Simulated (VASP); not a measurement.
Method: LDA (Ceperley-Alder, Perdew-Zunger), VASP's LDA PAW potentials (set 64) (plane waves; VASP 6.6.1).

Input for VASP

### INCAR
```
! general
SYSTEM   =  KF
PREC     =  Accurate
ENCUT    =  520
LREAL    =  .False.
LASPH    =  .True.
NBANDS   =  36

! electronic loop
EDIFF    =  1E-7
NELM     =  100
ALGO     =  Normal

! smearing
ISMEAR   =  0
SIGMA    =  0.01

! output
LWAVE    =  .False.
LCHARG   =  .False.
NEDOS    =  1001

! other
LOPTICS  =  .True.
CSHIFT   =  0.1
```

### POSCAR
```
KF
1.0
  0.0000000000   2.5858472595   2.5858472595
  2.5858472595   0.0000000000   2.5858472595
  2.5858472595   2.5858472595   0.0000000000
K F
1 1
Cartesian
  0.0000000000   0.0000000000   0.0000000000
  2.5858472595   2.5858472595   2.5858472595
```

File KPOINTS:
```
Automatic mesh
0
Gamma
11 11 11
0 0 0
```

POTCAR, in this order: K_sv F (LDA.64 set). Program: vasp_std.

Output of the run:

File OUTCAR:
```
 ion  position               nearest neighbor table
   1  0.000  0.000  0.000-   2 2.59   2 2.59   2 2.59   2 2.59   2 2.59   2 2.59
   2  0.500  0.500  0.500-   1 2.59   1 2.59   1 2.59   1 2.59   1 2.59   1 2.59
  LATTYP: Found a face centered cubic cell.
 ALAT       =     5.1716945190
 Subroutine PRICEL returns:
 Original cell was already a primitive cell.
 Subroutine GETGRP returns: Found 48 space group operations
The static configuration has the point symmetry O_h .
The dynamic configuration has the point symmetry O_h .
 Subroutine INISYM returns: Found 48 space group operations
 Subroutine IBZKPT returns following result:
 Found     56 irreducible k-points:

 Following reciprocal coordinates:
            Coordinates               Weight
  0.000000  0.000000  0.000000      1.000000
  0.090909  0.000000  0.000000      8.000000
  0.181818  0.000000  0.000000      8.000000
  0.272727  0.000000  0.000000      8.000000
  0.363636  0.000000  0.000000      8.000000
  0.454545  0.000000  0.000000      8.000000
  0.090909  0.090909  0.000000      6.000000
  0.181818  0.090909  0.000000     24.000000
  0.272727  0.090909  0.000000     24.000000
  0.363636  0.090909  0.000000     24.000000
  0.454545  0.090909  0.000000     24.000000
 -0.454545  0.090909  0.000000     24.000000
 -0.363636  0.090909  0.000000     24.000000
 -0.272727  0.090909  0.000000     24.000000
 -0.181818  0.090909  0.000000     24.000000
 -0.090909  0.090909  0.000000     12.000000
  0.181818  0.181818  0.000000      6.000000
  0.272727  0.181818  0.000000     24.000000
  0.363636  0.181818  0.000000     24.000000
  0.454545  0.181818  0.000000     24.000000
 -0.454545  0.181818  0.000000     24.000000
 -0.363636  0.181818  0.000000     24.000000
 -0.272727  0.181818  0.000000     24.000000
 -0.181818  0.181818  0.000000     12.000000
...
```

OSZICAR:
```
       N       E                     dE             d eps       ncg     rms          rms(c)
DAV:   1     0.143253020881E+03    0.14325E+03   -0.66957E+03  4040   0.441E+02
DAV:   2    -0.463037470704E+01   -0.14788E+03   -0.11788E+03  4744   0.156E+02
DAV:   3    -0.101920967280E+02   -0.55617E+01   -0.55146E+01  5304   0.311E+01
DAV:   4    -0.102528119816E+02   -0.60715E-01   -0.60667E-01  4736   0.309E+00
DAV:   5    -0.102536137096E+02   -0.80173E-03   -0.80167E-03  4864   0.341E-01    0.632E+00
DAV:   6    -0.914628297061E+01    0.11073E+01   -0.69642E-01  4976   0.650E+00    0.493E+00
DAV:   7    -0.909803760887E+01    0.48245E-01   -0.48595E-02  4992   0.936E-01    0.272E+00
DAV:   8    -0.907153248077E+01    0.26505E-01   -0.37405E-02  5316   0.858E-01    0.214E-01
DAV:   9    -0.907175554091E+01   -0.22306E-03   -0.11383E-03  4920   0.152E-01    0.110E-01
DAV:  10    -0.907185148988E+01   -0.95949E-04   -0.14984E-04  5164   0.808E-02    0.450E-02
DAV:  11    -0.907184959520E+01    0.18947E-05   -0.19871E-05  4900   0.328E-02    0.176E-02
DAV:  12    -0.907185362980E+01   -0.40346E-05   -0.17050E-06  4552   0.803E-03    0.266E-03
DAV:  13    -0.907185370565E+01   -0.75850E-07   -0.18299E-07  5304   0.198E-03
   1 F= -.90718537E+01 E0= -.90718537E+01  d E =-.882219E-39
 imaginary and real dielectric function
```

OUTCAR:
```
------------------------ aborting loop because EDIFF is reached ----------------------------------------
  FORCE on cell =-STRESS in cart. coord.  units (eV):
  Direction    XX          YY          ZZ          XY          YZ          ZX
  --------------------------------------------------------------------------------------
  Total       -0.0049544     -0.0049544     -0.0049544     -0.0000000     -0.0000000      0.0000000
  in kB       -0.2295430     -0.2295430     -0.2295430     -0.0000000     -0.0000000      0.0000000
  external PRESSURE =      -0.2295430 kB  Pullay stress =       0.0000000 kB
  volume of cell :       34.58
      direct lattice vectors                 reciprocal lattice vectors
     0.000000000  2.585847259  2.585847259    -0.193360222  0.193360222  0.193360222
     2.585847259  0.000000000  2.585847259     0.193360222 -0.193360222  0.193360222
     2.585847259  2.585847259  0.000000000     0.193360222  0.193360222 -0.193360222
  FREE ENERGIE OF THE ION-ELECTRON SYSTEM (eV)
  ---------------------------------------------------
  free  energy   TOTEN  =        -9.0718537056 eV

  energy  without entropy=       -9.0718537056  energy(sigma->0) =       -9.07185371

 plasma frequency squared (from intraband transitions) (eV^2)
  --------------------------------------------------------------------------------------
       0.000      -0.000       0.000
      -0.000       0.000      -0.000
       0.000      -0.000       0.000

 plasma frequency squared (from interband transitions, int dw w eps(2)(w)) (eV^2)
  --------------------------------------------------------------------------------------
     421.622       0.000       0.000       0.000       0.000      -0.000
       0.000      -0.000     421.622       0.000      -0.000       0.000
       0.000       0.000      -0.000      -0.000     421.622       0.000
```
(Selected blocks of OUTCAR.)

The compound is KF in the rock salt structure. It was relaxed first, which changed the volume by -10 %.
